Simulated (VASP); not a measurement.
SnO2:

```
Sn O
1.0
     4.73800    0.00000    0.00000
     0.00000    4.73800    0.00000
     0.00000    0.00000    3.18650
Sn O
2 4
Cartesian
  0.0000 0.0000 0.0000
  2.3690 2.3690 1.5933
  1.4550 1.4550 0.0000
  0.9140 3.8240 1.5933
  3.2830 3.2830 0.0000
  3.8240 0.9140 1.5933
```

```yaml
Program: VASP 6.6.1
Task: relaxation of cell and atoms
Functional: PBE
Potentials_or_basis: VASP PAW PBE potentials, release 64 (Sn_d, O)
Cutoff: 600 eV
k_mesh: 6 × 6 × 8
Occupations: gaussian, width 0.02 eV
Spin: no spin polarisation
```

At the start: pressure 11.6 GPa; volume 11.92 Å³/atom.

Problem. How do energy, volume and symmetry change on relaxing?

Solution. Over 10 steps the energy falls by 23.7 meV/atom and the volume is 12.61 Å³/atom (+5.8 %); space group P4_2/mnm (No. 136, to 0.05 Å).

The path:
```csv
step,energy change (eV),largest force (eV/Å),pressure (GPa),volume (Å³)
1,0.0000,0.2934,11.61,71.53
2,0.0635,0.3605,-10.55,80.85
3,-0.1403,0.0639,0.00,75.51
4,-0.1403,0.0581,0.21,75.43
5,-0.1420,0.0038,0.09,75.57
6,-0.1421,0.0191,0.05,75.63
7,-0.1422,0.0022,-0.06,75.68
8,-0.1422,0.0029,-0.07,75.68
9,-0.1422,0.0025,0.05,75.63
10,-0.1422,0.0004,0.00,75.65
```

Final structure:
```xyz
6
Lattice="4.8304 0.0000 0.0000 0.0000 4.8304 0.0000 0.0000 0.0000 3.2422" Properties=species:S:1:pos:R:3 pbc="T T T"
Sn    0.0000    0.0000    0.0000
Sn    2.4152    2.4152    1.6211
O     1.4807    1.4807    0.0000
O     0.9345    3.8959    1.6211
O     3.3498    3.3498    0.0000
O     3.8959    0.9345    1.6211
```
